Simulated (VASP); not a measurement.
Energy against volume of ZrC (rock salt). All values below come from vdW-DF-cx, VASP's PBE PAW potentials (set 64) (plane waves; VASP).

| V (Å³/atom) | E (eV/atom) |
|---|---|
| 12.077 | -8.13792 |
| 12.462 | -8.16644 |
| 12.848 | -8.17538 |
| 13.233 | -8.16749 |
| 13.619 | -8.14513 |

**Question.** Fit a third-order Birch-Murnaghan equation of state.

**Answer.** 
```
Property                                          Value
---------------------------------------  --------------
volume per atom                          12.85 Å^3/atom
bulk modulus                                    232 GPa
pressure derivative of the bulk modulus            4.03
lattice constant a                              4.684 Å
```

Measured: a 4.696 Å (computed value off by -0.3 %), as given by Guo-Xu Zhang et al., New Journal of Physics (2018), doi:10.1088/1367-2630/aac7f0. The calculation is for a static lattice, while the measured a holds thermal and zero-point effects, which are part of the difference.

The compound is ZrC in the rock salt structure. It was relaxed first.
